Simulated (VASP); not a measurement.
Input:

```xyz
4
Lattice="1.5450 -2.6761 0.0000 1.5450 2.6761 0.0000 0.0000 0.0000 4.9491" Properties=species:S:1:pos:R:3 pbc="T T T"
Al     1.5450    -0.8920     2.4749
Al     1.5450     0.8920     0.0003
N      1.5450    -0.8920     4.3648
N      1.5450     0.8920     1.8902
```

The numbers are results of rev-vdW-DF2, VASP's PBE PAW potentials (set 64) (plane waves; VASP 6.6.1), not measurements. Settings: 520 eV cut-off, 8×8×5 Γ-centred mesh, Gaussian smearing of 0.050 eV, potentials Al N.

Task: Give the stress tensor in GPa (positive for a compressed cell).

Result: 
```
6.46  0.00  0.00
0.00  6.46  0.00
0.00  0.00  6.30
```
The pressure is its mean diagonal, 6.41 GPa.

The compound is AlN in the wurtzite structure. This cell is one point of a volume scan, at 0.97 of the reference volume.
